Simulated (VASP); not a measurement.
# Sn3P2 (P6_3/mmc) in VASP: relaxation of cell and atoms with PBE

Aim: the relaxation of cell and atoms of Sn3P2 with PBE.

All numbers are computed with VASP 6.6.1; they aren't measurements. Logs are shortened: lines on timing, memory, paths and dates and some standing lists are left out, and cuts for length are marked.

## (1) Starting point

It takes space group P6_3/mmc (No. 194, hexagonal). Conventional cell: a = 3.971 Å, b = 3.971 Å, c = 18.789 Å, α = 90.00°, β = 90.00°, γ = 120.00°. Sn (site symmetry -6m2) has 6 P at 3.06 Å as nearest neighbours. Sn (site symmetry 3m) is surrounded by 3 P at 2.68 Å. P (site symmetry 3m) is surrounded by 6 Sn at 2.68 to 3.06 Å.

The cell was built by a generator and needn't be a form met in nature.

## (2) Relaxation of cell and atoms, PBE

Input file INCAR:

```
ALGO     = Normal         # electronic algorithm
EDIFF    = 1E-6           # SCF threshold, eV
EDIFFG   = -0.01          # ionic threshold
ENCUT    = 520            # plane-wave cutoff, eV
GGA      = PE             # functional
IBRION   = 2              # ionic algorithm
ISIF     = 3              # what is computed and relaxed
ISMEAR   = 0              # smearing method
KPAR     = 4            
LASPH    = True           # aspherical terms in the spheres
LCHARG   = False          # write CHGCAR
LREAL    = False          # projectors in reciprocal space
LWAVE    = False          # write WAVECAR
NELM     = 120            # most SCF steps
NSW      = 90             # ionic steps
PREC     = Accurate       # precision mode
SIGMA    = 0.1            # smearing width, eV
```

Input file KPOINTS:

```
k-points
0
Gamma
  8 8 2
```

Input file POSCAR:

```
Sn3P2
1.0
    3.9711306900      0.0000000000      0.0000000000
   -1.9855653500      3.4391000600      0.0000000000
    0.0000000000      0.0000000000     18.7890000000
Sn P
6 4
Direct
    0.0000000000      0.0000000000      0.2500000000
    0.0000000000      0.0000000000      0.7500000000
    0.3333333300      0.6666666700      0.9318218100
    0.6666666700      0.3333333300      0.4318218100
    0.3333333300      0.6666666700      0.5681781900
    0.6666666700      0.3333333300      0.0681781900
    0.3333333300      0.6666666700      0.1418383100
    0.6666666700      0.3333333300      0.6418383100
    0.3333333300      0.6666666700      0.3581616900
    0.6666666700      0.3333333300      0.8581616900
```

Potentials or basis: VASP PAW PBE potentials, release 64 (Sn_d, P).

Command:

```bash
cat potpaw_PBE.64/Sn_d/POTCAR potpaw_PBE.64/P/POTCAR > POTCAR
mpirun -np 4 vasp_std > vasp.out
```

OUTCAR:

```text
EDIFF = 1E-6
   EDIFFG = -0.01
   ENCUT = 520
   GGA = PE
   IBRION = 2
   ISIF = 3
   ISMEAR = 0
   LASPH = True
   LREAL = False
   NELM = 120
   NSW = 90
   PREC = Accurate

 ion  position               nearest neighbor table
   1  0.000  0.000  0.250-   7 3.06   9 3.06   7 3.06   9 3.06   7 3.06   9 3.06
   2  0.000  0.000  0.750-   8 3.06  10 3.06   8 3.06  10 3.06   8 3.06  10 3.06
   3  0.333  0.667  0.932-  10 2.68  10 2.68  10 2.68   6 3.44   6 3.44   6 3.44
   4  0.667  0.333  0.432-   9 2.68   9 2.68   9 2.68   5 3.44   5 3.44   5 3.44
   5  0.333  0.667  0.568-   8 2.68   8 2.68   8 2.68   4 3.44   4 3.44   4 3.44
   6  0.667  0.333  0.068-   7 2.68   7 2.68   7 2.68   3 3.44   3 3.44   3 3.44
   7  0.333  0.667  0.142-   6 2.68   6 2.68   6 2.68   1 3.06   1 3.06   1 3.06
   8  0.667  0.333  0.642-   5 2.68   5 2.68   5 2.68   2 3.06   2 3.06   2 3.06
   9  0.333  0.667  0.358-   4 2.68   4 2.68   4 2.68   1 3.06   1 3.06   1 3.06
  10  0.667  0.333  0.858-   3 2.68   3 2.68   3 2.68   2 3.06   2 3.06   2 3.06

  LATTYP: Found a hexagonal cell.
 ALAT       =     3.9711306900
 C/A-ratio  =     4.7313980493

  Lattice vectors:

 A1 = (   3.9711306900,   0.0000000000,   0.0000000000)
 A2 = (  -1.9855653500,   3.4391000600,   0.0000000000)
 A3 = (   0.0000000000,   0.0000000000,  18.7890000000)

Analysis of symmetry for initial positions (statically):
=====================================================================
 Subroutine PRICEL returns:
 Original cell was already a primitive cell.

 Routine SETGRP: Setting up the symmetry group for a
 hexagonal supercell.

 Subroutine GETGRP returns: Found 24 space group operations
 (whereof 12 operations were pure point group operations)
 out of a pool of 24 trial point group operations.

The static configuration has the point symmetry D_3d.
 The point group associated with its full space group is D_6h.

Analysis of symmetry for dynamics (positions and initial velocities):
=====================================================================
 Subroutine PRICEL returns:
 Original cell was already a primitive cell.

 Routine SETGRP: Setting up the symmetry group for a
 hexagonal supercell.

 Subroutine GETGRP returns: Found 24 space group operations
 (whereof 12 operations were pure point group operations)
 out of a pool of 24 trial point group operations.

The dynamic configuration has the point symmetry D_3d.
 The point group associated with its full space group is D_6h.

 Subroutine INISYM returns: Found 24 space group operations
 (whereof 12 operations are pure point group operations),
 and found     1 'primitive' translations

----------------------------------------------------------------------------------------

                                     Primitive cell

  volume of cell :     256.6035

  direct lattice vectors                    reciprocal lattice vectors
     3.971130690  0.000000000  0.000000000     0.251817449  0.145386872  0.000000000
    -1.985565350  3.439100060  0.000000000     0.000000000  0.290773744  0.000000000
     0.000000000  0.000000000 18.789000000     0.000000000  0.000000000  0.053222630

  length of vectors
     3.971130690  3.971130693 18.789000000     0.290773744  0.290773744  0.053222630

  position of ions in fractional coordinates (direct lattice)
     0.000000000  0.000000000  0.250000000
     0.000000000  0.000000000  0.750000000
     0.333333330  0.666666670  0.931821810
     0.666666670  0.333333330  0.431821810
     0.333333330  0.666666670  0.568178190
     0.666666670  0.333333330  0.068178190
     0.333333330  0.666666670  0.141838310
     0.666666670  0.333333330  0.641838310
     0.333333330  0.666666670  0.358161690
     0.666666670  0.333333330  0.858161690

  ion indices of the primitive-cell ions
   primitive index   ion index
                 1           1
                 2           2
                 3           3
                 4           4
                 5           5
                 6           6
                 7           7
                 8           8
                 9           9
                10          10

----------------------------------------------------------------------------------------

 KPOINTS: k-points

Automatic generation of k-mesh.
 Grid dimensions read from file:
 generate k-points for:    8    8    2

 Generating k-lattice:

  Cartesian coordinates                     Fractional coordinates (reciprocal lattice)
     0.031477181  0.018173359  0.000000000     0.125000000  0.000000000  0.000000000
     0.000000000  0.036346718  0.000000000     0.000000000  0.125000000  0.000000000
     0.000000000  0.000000000  0.026611315     0.000000000  0.000000000  0.500000000

  Length of vectors
     0.036346718  0.036346718  0.026611315

  Shift w.r.t. Gamma in fractional coordinates (k-lattice)
     0.000000000  0.000000000  0.000000000

 Subroutine IBZKPT returns following result:
 ===========================================

 Found     20 irreducible k-points:

 Following reciprocal coordinates:
            Coordinates               Weight
  0.000000  0.000000  0.000000      1.000000
  0.125000  0.000000  0.000000      6.000000
  0.250000  0.000000  0.000000      6.000000
  0.375000  0.000000  0.000000      6.000000
  0.500000  0.000000  0.000000      3.000000
  0.125000  0.125000  0.000000      6.000000
[... 12 lines left out ...]
  0.250000  0.250000  0.500000      6.000000
  0.375000  0.250000  0.500000      6.000000
   k-points           NKPTS =     20   k-points in BZ     NKDIM =     20   number of bands    NBANDS=     62
   number of dos      NEDOS =    301   number of ions     NIONS =     10
   total plane-waves  NPLWV = 126000
   dimension x,y,z NGX =    30 NGY =   30 NGZ =  140
   dimension x,y,z NGXF=    60 NGYF=   60 NGZF=  280
   ions per type =               6   4
   NGX,Y,Z   is equivalent  to a cutoff of  12.56, 12.56, 12.39 a.u.
   NGXF,Y,Z  is equivalent  to a cutoff of  25.12, 25.12, 24.77 a.u.
 SYSTEM =  unknown system
   PREC   = accura    normal or accurate (medium, high low for compatibility)
   ISTART =      0    job   : 0-new  1-cont  2-samecut
   ICHARG =      2    charge: 1-file 2-atom 10-const
   ISPIN  =      1    spin polarized calculation?
   LNONCOLLINEAR =      F non collinear calculations
   LSORBIT =      F    spin-orbit coupling
   LASPH  =      T    aspherical Exc in radial PAW
   ENCUT  =  520.0 eV  38.22 Ry    6.18 a.u.   7.38  7.38 34.94*2*pi/ulx,y,z
   NELM   =    120;   NELMIN=  2; NELMDL= -5     # of ELM steps
   EDIFF  = 0.1E-05   stopping-criterion for ELM
   LREAL  =      F    real-space projection
   EDIFFG = -.1E-01   stopping-criterion for IOM
   NSW    =     90    number of steps for IOM
   IBRION =      2    ionic relax: 0-MD 1-quasi-New 2-CG
   NFREE  =      1    steps in history (QN), initial steepest desc. (CG)
   ISIF   =      3    stress and relaxation
   ISYM   =      2    0-nonsym 1-usesym 2-fastsym
   POTIM  = 0.5000    time-step for ionic-motion
   TEBEG  =    0.0;   TEEND  =   0.0 temperature during run
   PSTRESS=    0.0 pullay stress
   NELECT =     104.0000    total number of electrons
   NUPDOWN=      -1.0000    fix difference up-down
   EMIN   =  10.00;   EMAX   =-10.00  energy-range for DOS
   EFERMI =   0.00;   METHOD = LEGACY
   ISMEAR =     0;   SIGMA  =   0.10  broadening in eV -4-tet -1-fermi 0-gaus
   EFERMI_NEDOS =   21; number of points for ismear=-14 and -15
   IALGO  =     38    algorithm
   IMIX   =      4    mixing-type and parameters
     AMIX     =   0.40;   BMIX     =  1.00
     AMIX_MAG =   1.60;   BMIX_MAG =  1.00
  volume/ion in A,a.u.               =      25.66       173.16
  Fermi-wavevector in a.u.,A,eV,Ry     =   1.211523  2.289447 19.970473  1.467788
  Thomas-Fermi vector in A             =   2.347036
   LORBIT       =      0    0 simple, 1 ext, 2 COOP (PROOUT), +10 PAW based schemes
   GGA     = PE    functional components
   LHFCALC =     F    Hartree Fock is set to
   AEXX    =    0.0000 exact exchange contribution
   IVDW    =     0    specifies the selected vdW correction
   LEPSILON=     F    determine dielectric tensor
   LRPA    =     F    only Hartree local field effects (RPA)
 conjugate gradient relaxation of ions
 non-spin polarized calculation
 Gauss-broadening in eV      SIGMA  =   0.10
  energy-cutoff  :      520.00
  volume of cell :      256.60
 maximum number of plane-waves:      6994
 NGX is ok and might be reduce to    30
   NGX = 15   NGY = 15   NGZ = 69

--------------------------------------- Ionic step        1  -------------------------------------------

 number of electron     104.0000032 magnetization

 Free energy of the ion-electron system (eV)
  ---------------------------------------------------
  ext. energy  EPLUGINS =         0.00000000
  ---------------------------------------------------
  free energy    TOTEN  =       -44.07716800 eV

  energy without entropy =      -44.05324783  energy(sigma->0) =      -44.06520792

------------------------ aborting loop because EDIFF is reached ----------------------------------------

  FORCE on cell =-STRESS in cart. coord.  units (eV):
  Direction    XX          YY          ZZ          XY          YZ          ZX
  --------------------------------------------------------------------------------------
  -------------------------------------------------------------------------------------
  Total       -2.7084287     -2.7084287     -0.7527139      0.0000000      0.0000000      0.0000000
  in kB      -16.9108459    -16.9108459     -4.6997833      0.0000000      0.0000000      0.0000000
  external PRESSURE =     -12.8404917 kB  Pullay stress =       0.0000000 kB
[... 31 lines left out ...]
--------------------------------------- Ionic step        2  -------------------------------------------

 number of electron     104.0000088 magnetization

 E-fermi :   7.1543     XC(G=0):  -9.9664

 val. band max:        7.1192301819   @ k =   0.2500   0.0000   0.0000
 cond. band min:       7.1575951393   @ k =   0.0000   0.0000   0.0000
 fundamental gap:      0.0383649574
 Fermi energy:         7.1542938240

 k-point     1 :       0.0000    0.0000    0.0000
  band No.  band energies     occupation
      1     -14.6747      2.00000
      2     -14.6747      2.00000
      3     -14.6747      2.00000
      4     -14.6747      2.00000
      5     -14.6434      2.00000
      6     -14.6434      2.00000
[... 1370 lines left out ...]
  FREE ENERGIE OF THE ION-ELECTRON SYSTEM (eV)
  ---------------------------------------------------
  free  energy   TOTEN  =       -44.2187006278 eV

  energy  without entropy=      -44.1942485796  energy(sigma->0) =      -44.20647460

[... ionic steps 4 to 11 ...]

--------------------------------------- Ionic step       12  -------------------------------------------

 number of electron     104.0000035 magnetization

------------------------ aborting loop because EDIFF is reached ----------------------------------------
[... 83 lines left out ...]
--------------------------------------- Ionic step       14  -------------------------------------------

 number of electron     104.0000032 magnetization

 Free energy of the ion-electron system (eV)
  ---------------------------------------------------
  ext. energy  EPLUGINS =         0.00000000
  ---------------------------------------------------
  free energy    TOTEN  =       -44.31648359 eV

  energy without entropy =      -44.29626949  energy(sigma->0) =      -44.30637654

 E-fermi :   7.3070     XC(G=0): -10.0527

 val. band max:        7.2987331064   @ k =   0.0000   0.0000   0.0000
 cond. band min:       7.3353922852   @ k =   0.3750   0.2500   0.5000
 fundamental gap:      0.0366591788
 Fermi energy:         7.3070054212

 k-point     1 :       0.0000    0.0000    0.0000
  band No.  band energies     occupation
      1     -14.4261      2.00000
      2     -14.4261      2.00000
      3     -14.4260      2.00000
      4     -14.4260      2.00000
      5     -14.3965      2.00000
      6     -14.3965      2.00000
[... 1326 lines left out ...]
  FREE ENERGIE OF THE ION-ELECTRON SYSTEM (eV)
  ---------------------------------------------------
  free  energy   TOTEN  =       -44.3164835938 eV

  energy  without entropy=      -44.2962694931  energy(sigma->0) =      -44.30637654

 reached required accuracy - stopping structural energy minimisation
```

Run time: 9.4 min. Hardware: 4 MPI ranks of Intel Xeon Platinum 8488C (Sapphire Rapids), shared host; peak memory 0.51 GiB.

What came out:

| Quantity | Value |
| --- | --- |
| Free energy | -44.3165 eV |
| Relaxed volume | 24.47 Å³/atom |
| Relaxed cell | a = 3.906 Å, b = 3.906 Å, c = 18.524 Å, α = 90.00°, β = 90.00°, γ = 120.00° |
| Space group after relaxing (to 0.05 Å) | P6_3/mmc (No. 194) |
| Energy gained by relaxing | 23.9 meV/atom |
| Ionic steps | 14 |
| Pressure after relaxing | 0.0 GPa |
| Largest force after relaxing | 0.008 eV/Å |
| Band gap on the k mesh | none (metal or under the smearing width) |

Forces in eV/Å, atoms in the order of the input:
```
Sn   0.000  0.000  0.000
Sn   0.000  0.000  0.000
Sn   0.000  0.000 -0.001
Sn   0.000  0.000 -0.001
Sn   0.000  0.000  0.001
Sn   0.000  0.000  0.001
P    0.000  0.000  0.008
P    0.000  0.000  0.008
P    0.000  0.000 -0.008
P    0.000  0.000 -0.008
```

Step by step:
```
step  energy change (eV)  largest force (eV/Å)  pressure (GPa)  volume (Å³)
   1              0.0000                0.5949           -1.28       256.60
   2             -0.1071                0.5249           -0.16       249.03
   3             -0.1415                0.4501            1.16       241.43
   4             -0.2001                0.1341            0.11       243.13
   5             -0.2016                0.1860           -0.09       243.47
   6             -0.2258                0.1260            0.01       243.30
   7             -0.2348                0.0583            0.15       243.07
   8             -0.2350                0.0696            0.13       243.11
   9             -0.2370                0.0634           -0.03       244.08
  10             -0.2378                0.0599           -0.16       244.98
  11             -0.2390                0.0199           -0.02       244.67
  12             -0.2391                0.0113            0.06       244.53
  13             -0.2391                0.0118            0.06       244.51
  14             -0.2393                0.0080            0.05       244.74
```

Final structure:
```cif
data_structure
_symmetry_space_group_name_H-M 'P 1'
_symmetry_Int_Tables_number 1
_cell_length_a 3.9059
_cell_length_b 3.9059
_cell_length_c 18.5236
_cell_angle_alpha 90.000
_cell_angle_beta 90.000
_cell_angle_gamma 120.000
_cell_volume 244.74
loop_
_atom_site_label
_atom_site_type_symbol
_atom_site_fract_x
_atom_site_fract_y
_atom_site_fract_z
_atom_site_occupancy
Sn1 Sn 0.00000 0.00000 0.25000 1
Sn2 Sn 0.00000 0.00000 0.75000 1
Sn3 Sn 0.33333 0.66667 0.93080 1
Sn4 Sn 0.66667 0.33333 0.43080 1
Sn5 Sn 0.33333 0.66667 0.56920 1
Sn6 Sn 0.66667 0.33333 0.06920 1
P1 P 0.33333 0.66667 0.15012 1
P2 P 0.66667 0.33333 0.65012 1
P3 P 0.33333 0.66667 0.34988 1
P4 P 0.66667 0.33333 0.84988 1
```
